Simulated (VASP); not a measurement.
Method: PBE GGA, VASP's PBE PAW potentials (set 64) (plane waves; VASP).

Input for VASP

### KPOINTS
```
Automatic mesh
0
Gamma
  7 7 7
0 0 0
```

### INCAR
```
SYSTEM = InAs
PREC = Accurate
ENCUT = 425
EDIFF = 1E-6
NELM = 100
ALGO = Normal
LREAL = .FALSE.
LASPH = .TRUE.
ISMEAR = 0
SIGMA = 0.05
GGA = PE
LMAXMIX = 4
LWAVE = .FALSE.
LCHARG = .FALSE.
ISIF = 2
```

POSCAR:
```
InAs
1
    0.0000000000     3.0906000000     3.0906000000
    3.0906000000     0.0000000000     3.0906000000
    3.0906000000     3.0906000000     0.0000000000
In As
1 1
Direct
  0.0000000000   0.0000000000   0.0000000000
  0.2500000000   0.2500000000   0.2500000000
```

POTCAR, in this order: In_d As (PBE.64 set). Program: vasp_std.

Unless said otherwise, spin-orbit coupling is left out, though it shifts the bands of the heavy elements here.

Task: What does the run give for the energy per atom (σ→0), band gap (on the k-mesh)?

Result: 
- energy per atom (σ→0) = -3.856 eV/atom
- band gap (on the k-mesh) = none (metal, semimetal or under 0.01 eV)

OSZICAR:
```
...
DAV:   7    -0.771043636079E+01    0.19360E-01   -0.12910E-01   740   0.330E+00    0.690E-01
DAV:   8    -0.771162405579E+01   -0.11877E-02   -0.12271E-02   605   0.158E+00    0.176E-01
DAV:   9    -0.771231419059E+01   -0.69013E-03   -0.12657E-03   650   0.446E-01    0.108E-01
DAV:  10    -0.771243410935E+01   -0.11992E-03   -0.16968E-04   647   0.164E-01    0.703E-02
DAV:  11    -0.771247991177E+01   -0.45802E-04   -0.15582E-04   570   0.132E-01    0.535E-02
DAV:  12    -0.771248181660E+01   -0.19048E-05   -0.10838E-05   570   0.271E-02    0.143E-02
DAV:  13    -0.771248207743E+01   -0.26082E-06   -0.21040E-06   614   0.904E-03
   1 F= -.77124821E+01 E0= -.77123696E+01  d E =-.224872E-03
```

The compound is InAs in the zinc blende structure. The cell was not relaxed at this level. The run is one of a series of settings (ENCUT = 425 against the base run), some of them coarse on purpose.
